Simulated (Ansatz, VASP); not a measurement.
# Cross-check of Ta3AlN4 (TaN(111)/AlN(0001) capacitor, 2 bilayers of AlN) between VASP and Ansatz, part 2 of 3

One calculation is typed for both programs; each brings its own data sets. How far apart do they land? Of the first pair: The structure shown is the start of the Ansatz relaxation below; VASP solves that cell, so the two are compared at the walk's first step.

VASP 6.6.1 and Ansatz 0.2.0.

So far: The structure; Ansatz: relaxation, PBE.

## Step 3: VASP: single point, PBE, start cell, pair 1

Level of this step: PBE; plane waves and PAW (Ta_pv, N, Al) (VASP).

The same cell, functional, mesh and smearing now go to VASP, with its own data sets.

Lines of VASP's logs that name or quote its potential files are left out, and so is its time.

File INCAR:

```
SYSTEM = Ta3AlN4
PREC = Accurate
ENCUT = 520
EDIFF = 1E-06
NELM = 120
ISMEAR = -1
SIGMA = 0.1
LREAL = Auto
ALGO = Normal
GGA = PE
NBANDS = 272
LASPH = .TRUE.
LORBIT = 11
LWAVE = .FALSE.
LCHARG = .FALSE.
ISIF = 2
GGA_COMPAT = .FALSE.
KPAR = 8
```

File POSCAR:

```
Ta3AlN4
1.0
    6.2600000000      0.0000000000      0.0000000000
   -3.1300000000      5.4213200000      0.0000000000
    0.0000000000      0.0000000000     20.2400000000
Ta N Al
24 32 8
Direct
    0.1655858793      0.3331845381      0.0611610672
    0.9994715663      0.9965469664      0.1874604743
    0.3319000203      0.1635763984      0.3141304348
    0.1648953601      0.3333689950      0.4385820158
    0.9988606593      0.9993507116      0.5642490119
    0.3357790903      0.1728361358      0.6884090909
    0.1647928328      0.8335792759      0.0634881423
    0.0028128142      0.5035489512      0.1877717391
    0.3321412569      0.6662952934      0.3137104743
    0.1630482132      0.8293552124      0.4396195652
    0.9991761516      0.5001733895      0.5639081028
    0.3321964519      0.6610382711      0.6900790514
    0.6672722410      0.3327233958      0.0636215415
    0.4978838300      0.0011989700      0.1880187747
    0.8308007873      0.1650520537      0.3134881423
    0.6652917177      0.3318933396      0.4387104743
    0.4981553955      0.0011989700      0.5644812253
    0.8337685451      0.1639268665      0.6910375494
    0.6758664786      0.8360141073      0.0640810277
    0.5014413888      0.5000073783      0.1880681818
    0.8356216986      0.6659079339      0.3150296443
    0.6638084122      0.8298532461      0.4393181818
    0.5109783548      0.5022761984      0.5658596838
    0.8312612910      0.6642478216      0.6905088933
    0.3347771813      0.1616949378      0.1248715415
    0.1652590241      0.3348630961      0.2526877470
    0.9985487617      0.9999409738      0.3773517787
    0.3333047189      0.1673762110      0.5012401186
    0.1618581351      0.3294031712      0.6273616601
    0.0007788220      0.0010145131      0.7539723320
    0.1675265078      0.3324651561      0.8770503953
    0.0000497798      0.0016970037      0.0000395257
    0.3319050811      0.6656312485      0.1254397233
    0.1681789295      0.8339297440      0.2496096838
    0.9979550230      0.4943445508      0.3765217391
    0.3341854532      0.6648565294      0.5025988142
    0.1667757678      0.8259796507      0.6274011858
    0.0009623804      0.5022761984      0.7538883399
    0.1689566873      0.8320667291      0.8767391304
    0.0009671333      0.4951930526      0.0007707510
    0.8293194094      0.1698848251      0.1257806324
    0.6754004176      0.3384046690      0.2513092885
    0.4974112182      0.9975061424      0.3760375494
    0.8346403173      0.1737215291      0.5008794466
    0.6687951576      0.3355455867      0.6284090909
    0.4956081402      0.9996827341      0.7525988142
    0.6670626694      0.3292371600      0.8771096838
    0.4972514264      0.9957169103      0.9984584980
    0.8332689154      0.6685825592      0.1260079051
    0.6625569433      0.8350180399      0.2512994071
    0.4971902837      0.4965211425      0.3771788538
    0.8354852123      0.6673282522      0.5023418972
    0.6624073913      0.8343355493      0.6280385375
    0.4984160827      0.4983657117      0.7538191700
    0.6690434058      0.8356267477      0.8769515810
    0.5028174020      0.5026635580      0.0005583004
    0.1667020563      0.3310079464      0.7816205534
    0.9979250965      0.0047958800      0.9062302372
    0.1637769481      0.8295027779      0.7826284585
    0.0016981742      0.5015752621      0.9052915020
    0.6649469490      0.3349737702      0.7814822134
    0.5013733171      0.0003504682      0.9040909091
    0.6702956316      0.8341695380      0.7812796443
    0.4960508959      0.4990666480      0.9054001976
```

File KPOINTS:

```
Automatic mesh
0
Gamma
4 4 1
0 0 0
```

The projector-augmented-wave data sets are Ta_pv, N and Al (PBE family, release 64).

Launch:

```bash
> mpirun -np 8 vasp_std
```

Numbers of over 12 decimals in the logs are rounded to 6 here.

The program printed:

```text
[banner, memory and clock lines left out]
running    8 mpi-ranks, on    1 nodes
[...]
|                                                                             |
|           W    W    AA    RRRRR   N    N  II  N    N   GGGG   !!!           |
|           W    W   A  A   R    R  NN   N  II  NN   N  G    G  !!!           |
|           W    W  A    A  R    R  N N  N  II  N N  N  G       !!!           |
|           W WW W  AAAAAA  RRRRR   N  N N  II  N  N N  G  GGG   !            |
|           WW  WW  A    A  R   R   N   NN  II  N   NN  G    G                |
|           W    W  A    A  R    R  N    N  II  N    N   GGGG   !!!           |
|                                                                             |
|     For optimal performance we recommend to set                             |
|       NCORE = 2 up to number-of-cores-per-socket                            |
|     NCORE specifies how many cores store one orbital (NPAR=cpu/NCORE).      |
|     This setting can greatly improve the performance of VASP for DFT.       |
|     The default, NCORE=1 might be grossly inefficient on modern             |
|     multi-core architectures or massively parallel machines. Do your        |
|     Unfortunately you need to use the default for GW and RPA                |
|     calculations (for HF NCORE is supported but not extensively tested      |
|     yet).                                                                   |
|                                                                             |

 LDA part: xc-table for (Slater+PW92), standard interpolation
 POSCAR, INCAR and KPOINTS ok, starting setup
[...]
entering main loop
       N       E                     dE             d eps       ncg     rms          rms(c)
DAV:   1     0.446848451789E+04    0.44685E+04   -0.23885E+05  5440   0.170E+03
DAV:   2    -0.285180016220E+03   -0.47537E+04   -0.45823E+04  6088   0.500E+02
DAV:   3    -0.712223971834E+03   -0.42704E+03   -0.41571E+03  6528   0.140E+02
DAV:   4    -0.727974030327E+03   -0.15750E+02   -0.15337E+02  6496   0.252E+01
[...]
DAV:  22    -0.633431630532E+03    0.70795E-05   -0.55780E-05  6824   0.192E-02    0.809E-03
DAV:  23    -0.633431630222E+03    0.30961E-06   -0.10833E-05  5816   0.875E-03    0.545E-03
DAV:  24    -0.633431629377E+03    0.84483E-06   -0.21810E-06  4080   0.464E-03
   1 F= -.63343163E+03 E0= -.63304676E+03  d E =-.769746E+00
```

Parts of OUTCAR (step 3):

```text
  Total       15.9827605     16.6268454     16.8037670      0.5410407     -0.6325315      0.8686882
  in kB       37.2797069     38.7820317     39.1947004      1.2619746     -1.4753764      2.0262108
  external PRESSURE =      38.4188130 kB  Pullay stress =       0.0000000 kB

 POSITION                                       TOTAL-FORCE (eV/Angst)
 -----------------------------------------------------------------------------------
     -0.00630      1.80630      1.23790         0.176123     -0.073014     -1.039247
      3.13750      5.40260      3.79420        -0.258166      0.527657     -0.921373
      1.56570      0.88680      6.35800         0.063523      0.028918     -0.026256
     -0.01120      1.80730      8.87690         0.073572      0.055219      0.373556
      3.12490      5.41780     11.42040        -0.004128     -0.030259     -0.292310
      1.56100      0.93700     13.93340        -0.331783     -0.454195     -3.405578
     -1.57750      4.51910      1.28500         0.416403     -0.049866     -1.917722
     -1.55850      2.72990      3.80050         0.072959     -0.158394     -1.138113
     -0.00630      3.61220      6.34950        -0.010083      0.049866      0.286575
     -1.57520      4.49620      8.89790         0.232325     -0.002986      0.074300
      4.68930      2.71160     11.41350         0.071815     -0.000545     -0.315277
      0.01050      3.58370     13.96720         0.012638     -0.160244     -3.584170
      3.13570      1.80380      1.28770        -0.158799     -0.076282     -2.077331
      3.11300      0.00650      3.80550         0.161407      0.062816     -0.951319
[...]
-----------------------------------------------------------------------------------
    total drift:                                0.006775      0.002441      0.003346

  FREE ENERGIE OF THE ION-ELECTRON SYSTEM (eV)
  ---------------------------------------------------
  free  energy   TOTEN  =      -633.4316293771 eV

  energy  without entropy=     -632.6618831397  energy(sigma->0) =     -633.04675626

[... 1 further part left out ...]
```

The run ends at a pressure of 3.84 GPa, with forces up to 4.5 eV/Å.

## Step 4: Side by side

Known differences besides the potentials themselves: the data sets hold 496 valence electrons in Ansatz (on its default PAW (the set named soft_2) files) and 448 in VASP; the cutoff is 420 eV in Ansatz and 520 eV in VASP (PREC = Accurate, projectors in real space). Total energies have different zeros and are not compared.

Forces on 10 of the 64 atoms, those with the largest forces and the largest differences (eV/Å; atoms numbered as in POSCAR):

```tsv
atom	Ansatz x, y, z	VASP x, y, z
Ta12	0.013, -0.159, -3.594	0.013, -0.160, -3.584
Ta18	-0.001, 0.279, -3.849	-0.001, 0.280, -3.838
Ta24	-0.107, 0.436, -3.893	-0.108, 0.438, -3.882
N32	0.095, -0.018, 1.397	0.095, -0.019, 1.346
N40	-0.132, 0.161, 1.143	-0.134, 0.162, 1.092
N56	-0.053, -0.162, 1.344	-0.054, -0.162, 1.296
Al57	-0.161, 0.182, 4.379	-0.161, 0.184, 4.389
Al59	0.077, 0.536, 3.798	0.078, 0.536, 3.802
Al61	0.331, -0.332, 4.422	0.332, -0.333, 4.427
Al63	-0.535, -0.089, 4.431	-0.541, -0.091, 4.438
```

The forces differ by 10 meV/Å r.m.s., which is 1.0 % of the r.m.s. force of 0.994 eV/Å (both taken over all components).

## Step 5: Ansatz: relaxation, PBE

This run makes the geometry at which the two programs are then compared. The cell compared in this pair holds 700.64 Å³, against 686.89 Å³ for the pair before.

The structure compared here is the end of the Ansatz relaxation.

File input.yaml:

```yaml
crystal:
  lattice:
    - [6.26, 0.0, 0.0]
    - [-3.13, 5.42132, 0.0]
    - [0.0, 0.0, 20.24]
  atoms:
    - { symbol: Ta, position: [0.16559, 0.33318, 0.06116] }
    - { symbol: "N", position: [0.33478, 0.1617, 0.12487] }
    - { symbol: Ta, position: [0.99948, 0.99655, 0.18746] }
    - { symbol: "N", position: [0.16525, 0.33486, 0.25269] }
    - { symbol: Ta, position: [0.33189, 0.16357, 0.31413] }
    - { symbol: "N", position: [0.99855, 0.99995, 0.37735] }
    - { symbol: Ta, position: [0.16489, 0.33336, 0.43858] }
    - { symbol: "N", position: [0.33331, 0.16738, 0.50124] }
    - { symbol: Ta, position: [0.99886, 0.99935, 0.56425] }
    - { symbol: "N", position: [0.16185, 0.3294, 0.62736] }
    - { symbol: Ta, position: [0.33578, 0.17284, 0.68841] }
    - { symbol: "N", position: [0.00078, 0.00102, 0.75397] }
    - { symbol: Al, position: [0.1667, 0.331, 0.78162] }
    - { symbol: "N", position: [0.16753, 0.33247, 0.87705] }
    - { symbol: Al, position: [0.99792, 0.00479, 0.90623] }
    - { symbol: "N", position: [4.0e-05, 0.00169, 4.0e-05] }
    - { symbol: Ta, position: [0.1648, 0.83358, 0.06349] }
    - { symbol: "N", position: [0.3319, 0.66563, 0.12544] }
    - { symbol: Ta, position: [0.00281, 0.50354, 0.18777] }
    - { symbol: "N", position: [0.16818, 0.83393, 0.24961] }
    - { symbol: Ta, position: [0.33215, 0.6663, 0.31371] }
    - { symbol: "N", position: [0.99796, 0.49435, 0.37652] }
    - { symbol: Ta, position: [0.16305, 0.82935, 0.43962] }
    - { symbol: "N", position: [0.33419, 0.66486, 0.5026] }
    - { symbol: Ta, position: [0.99918, 0.50018, 0.56391] }
    - { symbol: "N", position: [0.16678, 0.82598, 0.6274] }
    - { symbol: Ta, position: [0.33219, 0.66104, 0.69008] }
    - { symbol: "N", position: [0.00096, 0.50228, 0.75389] }
    - { symbol: Al, position: [0.16378, 0.8295, 0.78263] }
    - { symbol: "N", position: [0.16895, 0.83206, 0.87674] }
    - { symbol: Al, position: [0.0017, 0.50157, 0.90529] }
    - { symbol: "N", position: [0.00097, 0.49519, 0.00077] }
    - { symbol: Ta, position: [0.66728, 0.33273, 0.06362] }
    - { symbol: "N", position: [0.82932, 0.16988, 0.12578] }
    - { symbol: Ta, position: [0.49788, 0.0012, 0.18802] }
    - { symbol: "N", position: [0.6754, 0.33841, 0.25131] }
    - { symbol: Ta, position: [0.8308, 0.16505, 0.31349] }
    - { symbol: "N", position: [0.49741, 0.9975, 0.37604] }
    - { symbol: Ta, position: [0.66529, 0.3319, 0.43871] }
    - { symbol: "N", position: [0.83464, 0.17372, 0.50088] }
    - { symbol: Ta, position: [0.49815, 0.0012, 0.56448] }
    - { symbol: "N", position: [0.66879, 0.33554, 0.62841] }
    - { symbol: Ta, position: [0.83376, 0.16392, 0.69104] }
    - { symbol: "N", position: [0.49561, 0.99968, 0.7526] }
    - { symbol: Al, position: [0.66494, 0.33497, 0.78148] }
    - { symbol: "N", position: [0.66706, 0.32923, 0.87711] }
    - { symbol: Al, position: [0.50137, 0.00035, 0.90409] }
    - { symbol: "N", position: [0.49726, 0.99572, 0.99846] }
    - { symbol: Ta, position: [0.67587, 0.83602, 0.06408] }
    - { symbol: "N", position: [0.83327, 0.66859, 0.12601] }
    - { symbol: Ta, position: [0.50145, 0.50001, 0.18807] }
    - { symbol: "N", position: [0.66255, 0.83502, 0.2513] }
    - { symbol: Ta, position: [0.83563, 0.66591, 0.31503] }
    - { symbol: "N", position: [0.49719, 0.49653, 0.37718] }
    - { symbol: Ta, position: [0.66381, 0.82986, 0.43932] }
    - { symbol: "N", position: [0.83548, 0.66733, 0.50234] }
    - { symbol: Ta, position: [0.51098, 0.50227, 0.56586] }
    - { symbol: "N", position: [0.66241, 0.83434, 0.62804] }
    - { symbol: Ta, position: [0.83125, 0.66424, 0.69051] }
    - { symbol: "N", position: [0.49842, 0.49836, 0.75382] }
    - { symbol: Al, position: [0.67029, 0.83417, 0.78128] }
    - { symbol: "N", position: [0.66905, 0.83563, 0.87695] }
    - { symbol: Al, position: [0.49605, 0.49906, 0.9054] }
    - { symbol: "N", position: [0.50282, 0.50266, 0.00056] }
kpoints:
  mp_grid: { grid: [4, 4, 1] }
hamiltonian:
  xc: pbe
scf:
  occupations: { method: fermi_dirac, width: 0.1 }
output:
  forces: true
relax:
  f_tol: 0.04
  max_steps: 150
  cell: { fix: [a, b, alpha, beta, gamma] }
```

Launch:

```bash
> ansatz run input.yaml --threads 9 --pin off --max-ram 76800MiB --backend cuda --events-out ev --progress --plain --runs-dir out
```

The program printed:

```text
[...]
GPU FFT provider: cuFFT
GPU libraries: cuBLAS 13.8.2, cuFFT 12.4.0, cuSOLVER 12.3.4
Crystal: 64 atoms, lattice volume = 686.894 Å³
Basis set: ecut = 420 eV, 13507 PW (Γ), exchange–correlation on 90×90×288 points (8 copies of the dense FFT grid, shifted against one another)
Bands: 312, of which v1, the nominal top of the filled ones, is band 248 counted from 1 (247 counted from 0)
Symmetry: 1 space group operations
[...]
k-points: 10 of 16 (time reversal used)
[...]
- { symbol: Ta, position: [0.811798, 0.686014, 0.311070] }
[...]
- { symbol: Ta, position: [0.647225, 0.842528, 0.433355] }
[...]
- { symbol: Ta, position: [0.526128, 0.475889, 0.557540] }
    - { symbol: N, position: [0.670434, 0.829123, 0.611227] }
    - { symbol: Ta, position: [0.826496, 0.673575, 0.681421] }
    - { symbol: N, position: [0.508898, 0.488499, 0.762823] }
    - { symbol: Al, position: [0.669576, 0.826134, 0.795341] }
    - { symbol: N, position: [0.665580, 0.830197, 0.885603] }
    - { symbol: Al, position: [0.499164, 0.495567, 0.917030] }
    - { symbol: N, position: [0.492292, 0.507852, 0.00663584] }
```

(Continued in part 3 of 3.)

[Lines on the potential files, build, host, timing and source positions are cut from VASP's logs without a mark.]

[Logs are printed without paths, hosts, clocks, repeated set-up lines and the standing remarks that a program may print on its own settings, such as how far it seeks lower states.]

[Hosts, paths, dates, database ids (printed as entryN), source tags and the programs' standing remarks are cut or masked in the printed files.]
